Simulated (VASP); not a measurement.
**Te2Mo (relaxed from the fluorite structure, space group Fm-3m): computed properties**

The numbers are results of r2SCAN meta-GGA, VASP's PBE PAW potentials (set 64) (plane waves; VASP), not measurements.

```json
{
  "space_group": "Fm-3m (225)",
  "cell": "a = b = c = 6.639 Å, α = β = γ = 90.00°",
  "volume_per_atom": "24.38 Å³/atom",
  "band gap (over mesh and band path)": "none (metal, semimetal or under 0.01 eV)",
  "density": "7.97 g/cm³"
}
```

```
MoTe2
1.0
    0.00000     3.31930     3.31930
    3.31930     0.00000     3.31930
    3.31930     3.31930     0.00000
Mo Te
1 2
Direct
  0.00000   0.00000   0.00000
  0.25000   0.25000   0.25000
  0.75000   0.75000   0.75000
```

Unless said otherwise, spin-orbit coupling is left out, though it shifts the bands of the heavy elements here.

The structure was generated: Te2Mo was put into the fluorite type (Fm-3m), which need not be its known phase. It was relaxed first. Symmetry was kept, so distortions that lower it aren't found.
